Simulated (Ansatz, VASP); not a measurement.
# PtRh2 (Rh-Pt-Rh stack, (111) layers) in two plane-wave programs, part 2 of 2

One calculation is typed for both programs; each brings its own data sets. How far apart do they land? The cell is taken from a series of runs on this material, whose earlier steps may have relaxed, scaled, displaced or heated it; both programs get it as it stands.

VASP 6.6.1 and Ansatz 0.2.0.

So far: Set-up; VASP: zone-centre phonons, PBE.

## (3) Ansatz: zone-centre phonons, PBE

Level of this step: Ansatz beside VASP: Kohn-Sham DFT, plane waves, PBE (Ansatz).

Ansatz runs on its default PAW (the set named soft_2) files.

The same cell, functional, mesh and smearing now go to Ansatz, which takes its cutoff from its data sets.

input.yaml reads:

```yaml
crystal:
  lattice:
    - [2.7022352693, 0.0, 0.0]
    - [-1.3511176346, 2.3402043902, 0.0]
    - [0.0, 0.0, 32.8528545601]
  atoms:
    - { symbol: Rh, position: [0.0, 0.0, 0.1680407897] }
    - { symbol: Pt, position: [0.3333333333, 0.6666666667, 0.2363026015] }
    - { symbol: Rh, position: [0.6666666667, 0.3333333333, 0.3045644133] }
  periodic: [true, true, false]
kpoints:
  mp_grid: { grid: [9, 9, 1] }
hamiltonian:
  xc: pbe
scf:
  occupations: { method: methfessel_paxton, width: 0.2 }
output:
  eigenvalues: true
phonons:
  method: dfpt
  qmesh: [3, 3, 1]
  temperatures: { t_max: 1000, t_step: 50 }
  qpath:
    path:
      - [0.0, 0.0, 0.0]
      - [0.5, 0.0, 0.0]
      - [0.33333333, 0.33333333, 0.0]
      - [0.0, 0.0, 0.0]
    npoints: 10
  electrical_resistivity:
    mesh: [18, 18, 1]
    temperatures: [20.0, 50.0, 77.0, 100.0, 150.0, 200.0, 300.0, 400.0, 600.0, 800.0]
```

Command:

```bash
$ ansatz run input.yaml --threads 4 --pin off --max-ram 16384MiB --backend cpu --events-out ev --progress --plain --runs-dir out
```

Numbers of over 12 decimals in the logs are rounded to 6 here.

Output:

```text
Warning: crystal.symmetry: narrowed to the stabiliser of the run's FFT grids — unitary ops 12 → 6. A phonons.method: dfpt run fills in the rows of the dynamical matrix that it does not solve by its symmetry operations, which is exact only for operations that map its FFT grids onto themselves: filled in by any other, the frequencies could depend on the order in which like atoms are typed, or, by more than the grids' own error, on where the crystal sits among the grids' points. Excluded: 6 operations. The run can therefore solve more perturbations, solve them on more k-points, or both, and cost more. [rest of the remark cut]
Engine: ansatz 0.2.0, aarch64-unknown-linux-gnu
Pseudopotentials: kind: paw
Pseudopotential: Rh, paw, valence charge 17, recommended cutoff 420 eV (normal), Rh.paw.azcp
Pseudopotential: Pt, paw, valence charge 18, recommended cutoff 420 eV (normal), Pt.paw.azcp
Functional definition: PBE
  parameter kappa = 0.804
  parameter beta = 0.066725
  exchange = pbe_x(kappa = kappa, mu = beta*pi^2/3)
  correlation = pbe_c(beta = beta)
Crystal: 3 atoms, lattice volume = 207.754 Å³
Basis set: ecut = 420 eV, 4135 PW (Γ), exchange–correlation on 40×40×450 points (8 copies of the dense FFT grid, shifted against one another)
Bands: 32, of which v1, the nominal top of the filled ones, is band 26 counted from 1 (25 counted from 0)
Symmetry: 12 space group operations
k-points: 12 of 81 (irreducible under 6 space group operations, time reversal used)
Non-local potential: Rh, projectors of the file, l = 0: 3, l = 1: 2, l = 2: 2, l = 3: 1
Non-local potential: Pt, projectors of the file, l = 0: 3, l = 1: 2, l = 2: 2, l = 3: 1
PAW form: soft (Blöchl's): semilocal exchange-correlation on the pseudo side does not see the compensation charge
PAW one-centre angular grid: Rh, 590 points (default); XC on 64 Gauss nodes
PAW one-centre angular grid: Pt, 590 points (default); XC on 64 Gauss nodes
Initial density: superposition of atomic densities (neutral atoms: chi_scale 0, normalization atom), corrected by the library's trained network
Initial wavefunctions: pseudopotential atomic-orbital guess
Functional: x = pbe(κ = 0.804, μ = 0.219515), c = pbe(β = 0.066725)
SCF iter   1: F=—  HF=-25327.036869 eV  |F-HF|=—  |Δ(HF+E_count)|=         —  Δρ=1.07e-2  dr2=8.77e-1  ethr=1.77e-3  ⟨swp⟩=13.9  Hψ=2820  notcnv=0
preconditioner: auto → LDOS  [metal: Δε(μ)=0.047 eV  Ē_g=6.521 eV  σ=0.200 eV  W_gap=0.20  n_scr=22 (ndim 8)  ℏωp=13.6 eV  f_vac=0.742  D(μ)=7.54/eV (n_scr^D=26)  β→1.0]
SCF iter   2: F=—  HF=-25327.003937 eV  |F-HF|=—  |Δ(HF+E_count)|=   3.29e-2  S|Δr|=    0.00e0  Δρ=5.85e-3  dr2=1.14e-1  ethr=1.69e-3  ⟨swp⟩=2.6  Hψ=561  notcnv=0  defer=4
SCF iter   3: F=—  HF=-25326.999477 eV  |F-HF|=—  |Δ(HF+E_count)|=   4.46e-3  S|Δr|=    0.00e0  Δρ=3.94e-3  dr2=6.55e-2  ethr=2.19e-4  ⟨swp⟩=2.0  Hψ=533  notcnv=0  defer=4
[...]
k-point 11: bands = [... 22 lower, -6.6481, -6.6481, -5.3248, -5.3177, -5.3177, 0.2725, 1.7401, 1.7401, ... 2 higher]
--- Phonons (Γ-DFPT): 6 representative perturbations + reference (Σ response iterations 38) ---
  ASR residual: 7.470e-5 → 0.000e0 eV/Å²; symmetrization residual: 2.730e-7 eV/Å²
  The last average, over the group as it would stand without the narrowing to the FFT grids, took up to 3.835e-7 eV/Å² of the zone centre's force constants
  ASR residual per site (eV/Å²): 7.41e-5 6.30e-5 7.47e-5
  Γ frequencies (cm⁻¹): 0.00 0.00 0.00 48.73 48.73 107.03 107.03 130.55 195.88
--- Phonons (arbitrary-q DFPT): 3 irreducible q on the 3×3×1 mesh ---
  q = [0.0000, 0.0000, 0.0000] (star 1, of the zone-centre solve; hermiticity 3.86e-8, symmetrization 2.95e-11, taken by the last average 2.71e-8): -0.00 -0.00 0.00 48.73 48.73 107.03 107.03 130.55 195.88
  q = [0.0000, 0.3333, 0.0000] (star 6, 9 solved perturbations on 45 of 81 k-point pairs; hermiticity 2.91e-8, symmetrization 3.92e-10, taken by the last average 1.47e-8): 65.50 97.58 110.87 130.50 131.93 139.93 155.07 185.13 202.87
  q = [0.3333, 0.3333, 0.0000] (star 2, 6 solved perturbations in 192 linear systems a pass and spin channel, the states on 45 of 81 k-point pairs; hermiticity 2.47e-8, symmetrization 1.73e-9, taken by the last average 1.54e-8): 22.14 81.13 86.04 86.04 132.41 137.95 137.95 196.37 196.37
  sum rule: each row above includes the acoustic sum rule's correction from the zone centre's row sums; it moved no ω² by more than (0.44 cm⁻¹)²
  mesh force constants: q→R imaginary residual 0.00e0; ASR residual 7.470e-5 → 0.000e0 eV/Å²; symmetrization residual 1.066e-14 eV/Å²
  interpolated dispersion: 31 rows × 9 modes
  density of states and harmonic sums: on the 27×27×1 q-mesh, interpolated from the force constants of a 3×3×1 supercell (no non-analytic term)
  largest difference from the sums on the solved wave vectors: F 6.20e-2 eV, S 9.03e-5 and C_V 2.84e-5 eV/K
  zero-point energy: 0.070924 eV/cell   skipped modes (ω ≤ 0): 3   left out of the sums: 4.57e-4 of the cell's modes: C_V's classical limit lies that fraction below 3 k_B per atom; for a crystal, a wire or a layer, F and S can be off by more, and a phonons.interpolated_qmesh denser along its periods is the remedy for the sampling
--- Electrical resistivity: potentials and phonons of a 3×3×1 supercell ---
[...]
18×18×1                     2.8310              3.5051    0.4499    0.5819          13.901
          9×9×1                     2.8600              3.4798    0.4532    0.6451          14.270
  resistivity on the deck's mesh, µΩ·cm:
     T (K)       trace/2  mesh converged            xx            yy            zz    lowest order   relaxation time
     20.00     9.7882e-2             yes     9.7882e-2     9.7882e-2      0.0000e0       1.8676e-1         1.1745e-1
     50.00      3.2023e0             yes      3.2023e0      3.2023e0      0.0000e0        4.1143e0          3.1027e0
     77.00      8.7755e0             yes      8.7755e0      8.7755e0      0.0000e0        1.0015e1          8.2846e0
    100.00      1.3892e1             yes      1.3892e1      1.3892e1      0.0000e0        1.5303e1          1.3046e1
    150.00      2.4661e1             yes      2.4661e1      2.4661e1      0.0000e0        2.6593e1          2.3108e1
    200.00      3.5014e1             yes      3.5014e1      3.5014e1      0.0000e0        3.7612e1          3.2799e1
    300.00      5.5373e1             yes      5.5373e1      5.5373e1      0.0000e0        5.9476e1          5.1906e1
    400.00      7.5789e1             yes      7.5789e1      7.5789e1      0.0000e0        8.1485e1          7.1177e1
    600.00      1.1660e2             yes      1.1660e2      1.1660e2      0.0000e0        1.2567e2          1.1006e2
    800.00      1.5599e2             yes      1.5599e2      1.5599e2      0.0000e0        1.6881e2          1.4814e2
  sheet resistance at 20 K: 0.2979 Ω
  mean free path at 20 K (of a tensor half of its trace): 2228 nm by what each carries, 1569 by the Fermi surface alone
  Hall coefficient in a weak field at 20 K (along the normal): -7.736e-10 m³/C (as a tensor it moves by 41.3 % between the two finest meshes); by each state's relaxation time: (none: it, or that of a finer mesh, parts from a neighbouring mesh's by over half of the finer one's); by a constant relaxation time: 1.046e-10 m³/C
  sheet resistance at 50 K: 9.747 Ω
  mean free path at 50 K (of a tensor half of its trace): 65.0 nm by what each carries, 48.0 by the Fermi surface alone
  Hall coefficient in a weak field at 50 K (along the normal): -3.703e-10 m³/C (as a tensor it moves by 23.7 % between the two finest meshes); by each state's relaxation time: -3.195e-10 m³/C; by a constant relaxation time: 1.341e-10 m³/C
  sheet resistance at 77 K: 26.71 Ω
  mean free path at 77 K (of a tensor half of its trace): 22.4 nm by what each carries, 17.5 by the Fermi surface alone
  Hall coefficient in a weak field at 77 K (along the normal): -2.385e-10 m³/C (as a tensor it moves by 20.7 % between the two finest meshes); by each state's relaxation time: -2.104e-10 m³/C; by a constant relaxation time: 1.636e-10 m³/C
  sheet resistance at 100 K: 42.28 Ω
  mean free path at 100 K (of a tensor half of its trace): 13.8 nm by what each carries, 11.1 by the Fermi surface alone
  Hall coefficient in a weak field at 100 K (along the normal): -1.556e-10 m³/C (as a tensor it moves by 27.8 % between the two finest meshes); by each state's relaxation time: -1.483e-10 m³/C; by a constant relaxation time: 1.888e-10 m³/C
  sheet resistance at 150 K: 75.07 Ω
  mean free path at 150 K (of a tensor half of its trace): 7.62 nm by what each carries, 6.23 by the Fermi surface alone
  Hall coefficient in a weak field at 150 K (along the normal): (none: it, or that of a finer mesh, parts from a neighbouring mesh's by over half of the finer one's) (as a tensor it moves by 282.7 % between the two finest meshes); by each state's relaxation time: -4.173e-11 m³/C; by a constant relaxation time: 2.387e-10 m³/C
  sheet resistance at 200 K: 106.6 Ω
  mean free path at 200 K (of a tensor half of its trace): 5.34 nm by what each carries, 4.39 by the Fermi surface alone
  Hall coefficient in a weak field at 200 K (along the normal): 9.164e-11 m³/C (as a tensor it moves by 33.8 % between the two finest meshes); by each state's relaxation time: 3.679e-11 m³/C; by a constant relaxation time: 2.741e-10 m³/C
  sheet resistance at 300 K: 168.5 Ω
  mean free path at 300 K (of a tensor half of its trace): 3.38 nm by what each carries, 2.77 by the Fermi surface alone
  Hall coefficient in a weak field at 300 K (along the normal): 2.028e-10 m³/C (as a tensor it moves by 13.8 % between the two finest meshes); by each state's relaxation time: 1.213e-10 m³/C; by a constant relaxation time: 3.011e-10 m³/C
  sheet resistance at 400 K: 230.7 Ω
  mean free path at 400 K (of a tensor half of its trace): 2.47 nm by what each carries, 2.03 by the Fermi surface alone
  Hall coefficient in a weak field at 400 K (along the normal): 2.445e-10 m³/C (as a tensor it moves by 12.4 % between the two finest meshes); by each state's relaxation time: 1.541e-10 m³/C; by a constant relaxation time: 2.925e-10 m³/C
  sheet resistance at 600 K: 354.9 Ω
  mean free path at 600 K (of a tensor half of its trace): 1.63 nm by what each carries, 1.32 by the Fermi surface alone
  Hall coefficient in a weak field at 600 K (along the normal): 2.543e-10 m³/C (as a tensor it moves by 14.2 % between the two finest meshes); by each state's relaxation time: 1.636e-10 m³/C; by a constant relaxation time: 2.441e-10 m³/C
  sheet resistance at 800 K: 474.8 Ω
  mean free path at 800 K (of a tensor half of its trace): 1.26 nm by what each carries, 0.985 by the Fermi surface alone
  Hall coefficient in a weak field at 800 K (along the normal): 2.364e-10 m³/C (as a tensor it moves by 14.3 % between the two finest meshes); by each state's relaxation time: 1.496e-10 m³/C; by a constant relaxation time: 2.007e-10 m³/C
  the resistivity times a path that all electrons share, by the Fermi surface of the deck's mesh alone (half of the trace): 1.536e-15 Ω·m²
  not converged in the mesh (λ_tr): between neighbouring meshes, the two finest first, λ moves by 0.72 %, λ_tr by 10.85 % and the resistivity by up to 1.92 %; an estimate, no bound, puts it up to 7.1e-7 % above the Boltzmann equation's exact value after up to 5 iterations (at most 30 are made, fewer where the estimate is under 1.0e-6 % of each spin channel's own resistivity)
  vibrations of 9 cells: unjudged by the run; compare a larger repeat
  the changes of the potential over all sites missed a rigid shift's by 0.20 % (the site terms' by 0.00 %)
  at the force constants' own smearing the fine mesh and the k-points of their solves give squared frequencies that differ by 90.4 % of the larger at the most, at (0.3333, 0.3333, 0)
```

The column dr2 measures how far the density is from self-consistency, as an energy; F and HF (Harris–Foulkes) agree once it is small.

## (4) Differences

Known differences besides the potentials themselves: Ansatz cuts the interaction across the vacuum, VASP repeats the sheet without a dipole correction; VASP's run holds the zone centre alone; the data sets hold 52 valence electrons in Ansatz (on its default PAW (the set named soft_2) files) and 40 in VASP; the cutoff is 420 eV in Ansatz and 500 eV in VASP. Total energies have different zeros and are not compared.

Compared:

| quantity | Ansatz | VASP | difference |
| --- | --- | --- | --- |
| optical mode 1 to 2 (cm⁻¹) | 48.7 | 48.2 | +0.6 |
| optical mode 3 to 4 (cm⁻¹) | 107.0 | 106.9 | +0.08 % |
| optical mode 5 (cm⁻¹) | 130.6 | 130.7 | -0.10 % |
| optical mode 6 (cm⁻¹) | 195.9 | 195.9 | -0.03 % |

Modes are paired by rising frequency, not by their patterns, so a pair may set unlike modes beside each other; they are those without the splitting of longitudinal modes. Where the cell holds vacuum, a pressure given here is an average over it and none of the material.

## (5) What came out

```json
{"r.m.s. difference of the optical zone-centre modes, each program's sorted by frequency (zone-centre phonons, PBE)": "0.34 cm⁻¹"}
```

The r.m.s. difference of the optical zone-centre modes, each program's sorted by frequency is 0.34 cm⁻¹ (zone-centre phonons, PBE). The data sets hold unlike numbers of valence electrons (52 in Ansatz and 40 in VASP), so part of the differences may come from the potentials. How closely two codes agree says nothing of how well the functional describes the real material.

[Lines on the potential files, build, host, timing and source positions are cut from VASP's logs without a mark.]

[Logs are printed without paths, hosts, clocks, repeated set-up lines and the standing remarks that a program may print on its own settings, such as how far it seeks lower states.]

[Hosts, paths, dates, database ids (printed as entryN), source tags and the programs' standing remarks are cut or masked in the printed files.]
